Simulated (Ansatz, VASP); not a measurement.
# Cross-check of SnO2 (Cassiterite) between VASP and Ansatz

One calculation is typed for both programs; each brings its own data sets. How far apart do they land? The cell is taken from a series of runs on this material, whose earlier steps may have relaxed, scaled, displaced or heated it; both programs get it as it stands.

Method: plane waves, with VASP 6.6.1 beside it; single point at PBE and single point at r2SCAN, spin-orbit coupling, in Ansatz 0.2.0.

## Step 1: Starting point

The structure is tetragonal, space group P4_2/mnm (No. 136). Conventional cell: a = 4.827 Å, b = 4.827 Å, c = 3.238 Å, α = 90.00°, β = 90.00°, γ = 90.00°. Nearest to Sn lie 6 O at 2.09 Å. Nearest to O lie 3 Sn at 2.09 Å. Farther neighbours and most contacts between anions are not listed.

## Step 2: VASP: single point, PBE

A single point gives forces, pressure and levels at one fixed geometry, so differences don't come from the geometry; what else differs is listed under the comparison.

Lines of VASP's logs that name or quote its potential files are left out, and so is its time.

The input, INCAR:

```
SYSTEM = SnO2
PREC = Accurate
ENCUT = 600
EDIFF = 1E-06
NELM = 120
ISMEAR = -1
SIGMA = 0.02
LREAL = .FALSE.
ALGO = Normal
GGA = PE
NBANDS = 32
LORBIT = 11
LWAVE = .FALSE.
LCHARG = .FALSE.
ISIF = 2
LASPH = .TRUE.
GGA_COMPAT = .FALSE.
EFERMI = MIDGAP
KPAR = 2
```

The input, POSCAR:

```
SnO2
1.0
    4.8269693016      0.0000000000      0.0000000000
    0.0000000000      4.8269693016      0.0000000000
    0.0000000000      0.0000000000      3.2380154155
Sn O
2 4
Direct
    0.0000000000      0.0000000000      0.0000000000
    0.5000000000      0.5000000000      0.5000000000
    0.3065764864      0.3065764864      0.0000000000
    0.1934235136      0.8065764864      0.5000000000
    0.6934235136      0.6934235136      0.0000000000
    0.8065764864      0.1934235136      0.5000000000
```

The input, KPOINTS:

```
Automatic mesh
0
Gamma
6 6 8
0 0 0
```

PAW data sets: Sn_d and O (PBE family, release 64).

The run is started by

```console
> mpirun -np 2 vasp_std
```

Numbers of over 12 decimals in the logs are rounded to 6 here.

Output:

```text
[banner, memory and clock lines left out]
running    2 mpi-ranks, on    1 nodes
 distrk:  each k-point on    1 cores,    2 groups
 distr:  one band on    1 cores,    1 groups

 POSCAR found type information on POSCAR SnO
 POSCAR found :  2 types and       6 ions
 LDA part: xc-table for (Slater+PW92), standard interpolation
 POSCAR, INCAR and KPOINTS ok, starting setup
 FFT: planning ... GRIDC
 FFT: planning ... GRID_SOFT
 FFT: planning ... GRID
 WAVECAR not read
 entering main loop
       N       E                     dE             d eps       ncg     rms          rms(c)
DAV:   1     0.681743113335E+03    0.68174E+03   -0.28379E+04  3488   0.272E+03
DAV:   2     0.638545037335E+02   -0.61789E+03   -0.59293E+03  3536   0.715E+02
DAV:   3    -0.378508756264E+02   -0.10171E+03   -0.99883E+02  3616   0.231E+02
DAV:   4    -0.432826600541E+02   -0.54318E+01   -0.53995E+01  3816   0.585E+01
DAV:   5    -0.434488775229E+02   -0.16622E+00   -0.16613E+00  3928   0.106E+01    0.156E+01
DAV:   6    -0.372441665032E+02    0.62047E+01   -0.22980E+01  5184   0.701E+01    0.582E+00
DAV:   7    -0.373516923268E+02   -0.10753E+00   -0.20810E+00  3696   0.837E+00    0.321E+00
DAV:   8    -0.373317752241E+02    0.19917E-01   -0.27197E-01  4768   0.482E+00    0.753E-01
DAV:   9    -0.373192554327E+02    0.12520E-01   -0.65794E-02  5120   0.353E+00    0.134E-01
DAV:  10    -0.373200440495E+02   -0.78862E-03   -0.50089E-03  4432   0.659E-01    0.446E-02
DAV:  11    -0.373201288571E+02   -0.84808E-04   -0.26305E-04  5000   0.167E-01    0.205E-02
DAV:  12    -0.373201330929E+02   -0.42359E-05   -0.25122E-05  4064   0.331E-02    0.157E-02
DAV:  13    -0.373201287083E+02    0.43846E-05   -0.16529E-05  4136   0.548E-02    0.247E-03
DAV:  14    -0.373201290445E+02   -0.33615E-06   -0.96765E-07  2496   0.944E-03
   1 F= -.37320129E+02 E0= -.37320129E+02  d E =-.254476E-09
```

Parts of OUTCAR (step 2):

```text
ion  position               nearest neighbor table
   1  0.000  0.000  0.000-   4 2.09   6 2.09   4 2.09   6 2.09   5 2.09   3 2.09
   2  0.500  0.500  0.500-   3 2.09   5 2.09   3 2.09   5 2.09   4 2.09   6 2.09
   3  0.307  0.307  0.000-   2 2.09   2 2.09   1 2.09
   4  0.193  0.807  0.500-   1 2.09   1 2.09   2 2.09
   5  0.693  0.693  0.000-   2 2.09   2 2.09   1 2.09
   6  0.807  0.193  0.500-   1 2.09   1 2.09   2 2.09

  LATTYP: Found a simple tetragonal cell.
 ALAT       =     4.8269693016
 C/A-ratio  =     0.6708174867

 Subroutine GETGRP returns: Found 16 space group operations
 (whereof  8 operations were pure point group operations)

The static configuration has the point symmetry D_2h.
 The point group associated with its full space group is D_4h.

 Found     50 irreducible k-points:

   k-points           NKPTS =     50   k-points in BZ     NKDIM =     50   number of bands    NBANDS=     32

   dimension x,y,z NGX =    40 NGY =   40 NGZ =   28
   dimension x,y,z NGXF=    80 NGYF=   80 NGZF=   56

   ENCUT  =  600.0 eV  44.10 Ry    6.64 a.u.   9.64  9.64  6.47*2*pi/ulx,y,z

   NELECT =      52.0000    total number of electrons

 k-points in reciprocal lattice and weights: Automatic mesh
   0.00000000  0.00000000  0.00000000       0.003
   0.16666667  0.00000000  0.00000000       0.014
   0.33333333  0.00000000  0.00000000       0.014
   0.50000000  0.00000000  0.00000000       0.007
   0.16666667  0.16666667  0.00000000       0.014
   0.33333333  0.16666667  0.00000000       0.028
   0.50000000  0.16666667  0.00000000       0.014
   0.33333333  0.33333333  0.00000000       0.014
   0.50000000  0.33333333  0.00000000       0.014
[...]
0.50000000  0.33333333  0.50000000       0.014
   0.50000000  0.50000000  0.50000000       0.003

 average (electrostatic) potential at core
       1-100.0967       2-100.0967       3 -68.4278       4 -68.4278       5 -68.4278
       6 -68.4278

 E-fermi :   5.8679

 k-point     1 :       0.0000    0.0000    0.0000
  band No.  band energies     occupation
    ...
     22       4.2759      2.00000
     23       4.2759      2.00000
     24       4.7909      2.00000
     25       4.7909      2.00000
     26       5.5321      2.00000
     27       6.2037      0.00000
     28      11.2226      0.00000
     29      11.5942      0.00000
     30      11.5942      0.00000
     31      15.6543      0.00000
    ...

 k-point     2 :       0.1667    0.0000    0.0000
  band No.  band energies     occupation
    ...
     22       4.2140      2.00000
     23       4.2839      2.00000
     24       4.3029      2.00000
     25       4.8068      2.00000
     26       5.4013      2.00000
     27       6.9445      0.00000
     28      10.9702      0.00000
     29      11.7183      0.00000
     30      11.8340      0.00000
     31      15.8984      0.00000
    ...

 k-point     3 :       0.3333    0.0000    0.0000
  band No.  band energies     occupation
    ...
     22       3.9046      2.00000
     23       4.3042      2.00000
     24       4.3295      2.00000
     25       4.8493      2.00000
     26       5.1162      2.00000
     27       8.1904      0.00000
     28      10.3762      0.00000
     29      12.0588      0.00000
     30      12.2063      0.00000
     31      15.9641      0.00000
    ...

  Total        0.1806506      0.1806506      0.3098545     -0.0000000      0.0000000      0.0000000
  in kB        3.8363835      3.8363835      6.5802204     -0.0000000      0.0000000      0.0000000
  external PRESSURE =       4.7509958 kB  Pullay stress =       0.0000000 kB

  energy-cutoff  :      600.00
  volume of cell :       75.44
      direct lattice vectors                 reciprocal lattice vectors
     4.826969302  0.000000000  0.000000000     0.207169331  0.000000000  0.000000000
     0.000000000  4.826969302  0.000000000     0.000000000  0.207169331  0.000000000
     0.000000000  0.000000000  3.238015416     0.000000000  0.000000000  0.308831142

 POSITION                                       TOTAL-FORCE (eV/Angst)
 -----------------------------------------------------------------------------------
      0.00000      0.00000      0.00000         0.000000     -0.000000      0.000000
      2.41348      2.41348      1.61901         0.000000     -0.000000      0.000000
      1.47984      1.47984      0.00000        -0.011709     -0.011709      0.000000
      0.93365      3.89332      1.61901         0.011709     -0.011709      0.000000
      3.34713      3.34713      0.00000         0.011709      0.011709      0.000000
      3.89332      0.93365      1.61901        -0.011709      0.011709      0.000000
 -----------------------------------------------------------------------------------
    total drift:                                0.000000     -0.000000     -0.000000

  FREE ENERGIE OF THE ION-ELECTRON SYSTEM (eV)
  ---------------------------------------------------
  free  energy   TOTEN  =       -37.3201290445 eV

  energy  without entropy=      -37.3201290442  energy(sigma->0) =      -37.32012904

 total charge
# of ion       s       p       d       tot
------------------------------------------
    1        0.880   1.027  10.330  12.237
    2        0.880   1.027  10.330  12.237
    3        1.557   3.483   0.000   5.041
    4        1.557   3.483   0.000   5.041
    5        1.557   3.483   0.000   5.041
    6        1.557   3.483   0.000   5.041
--------------------------------------------------
tot          7.989  15.988  20.659  44.636

[... 3 further parts left out ...]
```

The run ends at a pressure of 0.48 GPa, with forces up to 0.017 eV/Å.

## Step 3: Ansatz: single point, PBE

Ansatz runs on its default PAW (the set named soft_2) files.

The same cell, functional, mesh and smearing now go to Ansatz, which takes its cutoff from its data sets.

The input, input.yaml:

```yaml
crystal:
  lattice:
    - [4.8269693016, 0.0, 0.0]
    - [0.0, 4.8269693016, 0.0]
    - [0.0, 0.0, 3.2380154155]
  atoms:
    - { symbol: Sn, position: [0.0, 0.0, 0.0] }
    - { symbol: Sn, position: [0.5, 0.5, 0.5] }
    - { symbol: O, position: [0.3065764864, 0.3065764864, 0.0] }
    - { symbol: O, position: [0.1934235136, 0.8065764864, 0.5] }
    - { symbol: O, position: [0.6934235136, 0.6934235136, 0.0] }
    - { symbol: O, position: [0.8065764864, 0.1934235136, 0.5] }
kpoints:
  mp_grid: { grid: [6, 6, 8] }
  band_path:
    path:
      - [[0.0, 0.0, 0.0], [0.0, 0.5, 0.0], [0.5, 0.5, 0.0], [0.0, 0.0, 0.0], [0.0, 0.0, 0.5], [0.0, 0.5, 0.5], [0.5, 0.5, 0.5], [0.0, 0.0, 0.5]]
      - [[0.0, 0.5, 0.0], [0.0, 0.5, 0.5]]
      - [[0.5, 0.5, 0.0], [0.5, 0.5, 0.5]]
    npoints: 10
hamiltonian:
  xc: pbe
scf:
  occupations: { method: fermi_dirac, width: 0.02 }
  n_extra_bands: 6
output:
  eigenvalues: true
  forces: true
  stress: true
```

The run is started by

```console
> ansatz run input.yaml --threads 3 --pin off --max-ram 64512MiB --backend cuda --devices 1 --max-vram 24GiB --events-out ev --progress --plain --runs-dir out
```

Output:

```text
scf.n_extra_bands = 6 over 26 filled bands (N_el = 52.0): the run solves 32 bands
GPUs: using 1 of 1 available (devices: 1).
Engine: ansatz 0.2.0, x86_64-unknown-linux-gnu
Pseudopotentials: kind: paw
Pseudopotential: Sn, paw, valence charge 14, recommended cutoff 420 eV (normal), Sn.paw.azcp
Pseudopotential: O, paw, valence charge 6, recommended cutoff 420 eV (normal), O.paw.azcp
Functional definition: PBE
  parameter kappa = 0.804
  parameter beta = 0.066725
  exchange = pbe_x(kappa = kappa, mu = beta*pi^2/3)
  correlation = pbe_c(beta = beta)
device memory: the entry about to start is reckoned to put 2.3 GiB on a device that reports 73.7 GiB free (of which the cap on the GPU budget leaves the run 24.0 GiB)
GPU FFT provider: cuFFT
GPU libraries: cuBLAS 13.8.2, cuFFT 12.4.0, cuSOLVER 12.3.4
Crystal: 6 atoms, lattice volume = 75.445 Å³
Basis set: ecut = 420 eV, 1495 PW (Γ), exchange–correlation on 72×72×48 points (8 copies of the dense FFT grid, shifted against one another)
Bands: 32, of which v1, the nominal top of the filled ones, is band 26 counted from 1 (25 counted from 0)
Symmetry: 16 space group operations
Space group: P42/mnm (ITA 136), of the structure as read, at distance tolerance 4.2e-5 Å
k-points: 50 of 288
Non-local potential: Sn, projectors of the file, l = 0: 2, l = 1: 2, l = 2: 2, l = 3: 2
Non-local potential: O, projectors of the file, l = 0: 2, l = 1: 2, l = 2: 1
PAW form: soft (Blöchl's): semilocal exchange-correlation on the pseudo side does not see the compensation charge
PAW one-centre angular grid: Sn, 590 points (default); XC on 64 Gauss nodes
PAW one-centre angular grid: O, 110 points (default); XC on 64 Gauss nodes
Initial density: superposition of atomic densities (neutral atoms: chi_scale 0, normalization atom), corrected by the library's trained network
Initial wavefunctions: pseudopotential atomic-orbital guess
GPU buffer pool allocated for 31104 grid points (all kernels)
GPU transforms: local potential and band sums: pruned to the plane-wave sphere, on 36×36×24
Functional: x = pbe(κ = 0.804, μ = 0.219515), c = pbe(β = 0.066725)
SCF iter   1: F=—  HF=-14317.967741 eV  |F-HF|=—  |Δ(HF+E_count)|=         —  Δρ=1.27e-3  dr2=5.29e-4  ethr=1.77e-3  ⟨swp⟩=6.6  Hψ=7170  notcnv=0
preconditioner: auto → Resta (q_TF=auto, 2.564 Å⁻¹)  ε∞=3.6  [insulator: Δε(μ)=0.684 eV  Ē_g=19.262 eV  σ=0.020 eV  W_gap=1.00  n_scr=18 (ndim 8)  ℏωp=30.8 eV  f_vac=0.036  D(μ)=0.00/eV (n_scr^D=0)  ε∞_Penn≈3.6]
SCF iter   2: F=—  HF=-14317.968755 eV  |F-HF|=—  |Δ(HF+E_count)|=   1.01e-3  Δρ=6.24e-4  dr2=1.15e-4  ethr=1.02e-6  ⟨swp⟩=2.5  Hψ=3520  notcnv=0  defer=54
SCF iter   3: F=—  HF=-14317.969135 eV  |F-HF|=—  |Δ(HF+E_count)|=   3.79e-4  Δρ=2.52e-4  dr2=3.06e-5  ethr=2.20e-7  ⟨swp⟩=3.0  Hψ=3046  notcnv=0  defer=54
SCF iter   4: F=—  HF=-14317.969225 eV  |F-HF|=—  |Δ(HF+E_count)|=   9.10e-5  Δρ=4.12e-5  dr2=9.85e-7  ethr=5.88e-8  ⟨swp⟩=2.0  Hψ=2181  notcnv=0  defer=54
iter 5 did not close the SCF: its close was put off for the readings that it lacked (scf_convergence_deferred on its scf_iter line)
SCF iter   5: F=-14317.969227 eV  HF=-14317.969227 eV  |F-HF|=5.56e-8  |Δ(HF+E_count)|=   1.80e-6  Δρ=1.33e-5  dr2=9.77e-8  ethr=1.89e-9  ⟨swp⟩=2.0  Hψ=2805  notcnv=0  defer=54
SCF iter   6: F=-14317.969227 eV  HF=-14317.969227 eV  |F-HF|=1.26e-8  |Δ(HF+E_count)|=   7.92e-8  Δρ=4.79e-6  dr2=1.22e-8  ethr=1.88e-10  ⟨swp⟩=7.1  Hψ=6686  notcnv=0
SCF 1 converged in 6 iterations: F = -14317.969227 eV  dr2 = 1.22e-8
  greatest PAW one-centre occupation: 0.996 electrons in one spin orbital (limit 2), on the Sn atom at site 0 (counted from 0), in its partial waves of l = 2
device memory: the entry about to start is reckoned to put 3.0 GiB on a device that reports 74.2 GiB free (of which the cap on the GPU budget leaves the run 24.0 GiB)
NSCF: frozen V_eff on 93 k-points, pencils in batches of 32, up to order 144
SCF converged after 6 iterations
Free energy (F): -14317.969227 eV
Harris-Foulkes:  -14317.969227 eV  (|F-HF|=1.26e-8)
Internal energy: -14317.969227 eV  (E = F + TS)
E sigma→0 (E₀):  -14317.969227 eV
Fermi energy:    9.086792 eV
--- Per-component energies (eV) ---
  E_band       = -154.544843
  E_kinetic    = 1078.021961
  E_local      = -2963.064997  (includes V_loc(G=0)·N_el)
  E_nonlocal   = 133.840067
  E_hartree    = 1523.786722
  E_xc         = -1053.246413
  E_vxc        = -561.663733  (∫ρ·V_xc dr)
  E_paw        = -8928.361687  (= ΣΔE_a)
  E_vpaw       = -889.263889  (= ΣTr[D̂ρ^β])
  E_aug_tail   = 0.009863  (compensation charges beyond the density's cutoff)
  E_ewald      = -4108.954743
  E_smearing   = -0.000000  (= −TS)
  E_closure    = 0.000000  (closes the sum)
  Σ components = -14317.969227   (vs F -14317.969227, Δ=0.00e0)
--- Forces (eV/Å), atoms counted from 1 ---
  atom   1  Sn    -0.00000000     0.00000000     0.00000000
  atom   2  Sn    -0.00000000    -0.00000000     0.00000000
  atom   3  O     -0.00026599    -0.00026599     0.00000000
  atom   4  O      0.00026599    -0.00026599     0.00000000
  atom   5  O      0.00026599     0.00026599     0.00000000
  atom   6  O     -0.00026599     0.00026599     0.00000000
  max |Σ_I F_I| component: 1.73e-18 eV/Å
--- Stress (GPa, compression-positive) ---
        0.045286       0.000000       0.000000
        0.000000       0.045286       0.000000
        0.000000       0.000000       0.039962
  P = ⅓ Tr σ = 0.0435 GPa (0.435 kbar)
--- Band table (eV; the first three rows and the last of 50) ---
  k-point 0: bands = [... 22 lower, 7.4958, 8.0091, 8.0091, 8.7452, 9.4281, 14.4517, 14.8255, 14.8255, ... 2 higher]
  k-point 1: bands = [... 22 lower, 6.9613, 8.0326, 8.0326, 8.6273, 10.4400, 14.7286, 15.4482, 15.4482, ... 2 higher]
  k-point 2: bands = [... 22 lower, 6.2291, 7.9379, 7.9379, 8.2920, 12.0238, 15.1143, 16.8237, 16.8237, ... 2 higher]
  k-point 49: bands = [... 22 lower, 7.8308, 7.8308, 7.9673, 7.9673, 13.1114, 13.1114, 17.3729, 17.3729, ... 2 higher]
```

The column dr2 measures how far the density is from self-consistency, as an energy; F and HF (Harris–Foulkes) agree once it is small.

## Step 4: Side by side

Known differences besides the potentials themselves: the cutoff is 420 eV in Ansatz and 600 eV in VASP. Total energies have different zeros and are not compared.

The two programs side by side:

| quantity | Ansatz | VASP | difference |
| --- | --- | --- | --- |
| pressure (GPa) | 0.04 | 0.48 | -0.43 |
| gap on the k mesh (eV) | 0.683 | 0.672 | +0.011 |

At this near-relaxed geometry the largest component of a force difference is 11 meV/Å. A gap on the mesh is an upper bound, since the band edges may lie between its points.

(Part 1 of 2 ends here.)

[Lines on the potential files, build, host, timing and source positions are cut from VASP's logs without a mark.]

[Logs are printed without paths, hosts, clocks, repeated set-up lines and the standing remarks that a program may print on its own settings, such as how far it seeks lower states.]

[Hosts, paths, dates, database ids (printed as entryN), source tags and the programs' standing remarks are cut or masked in the printed files.]
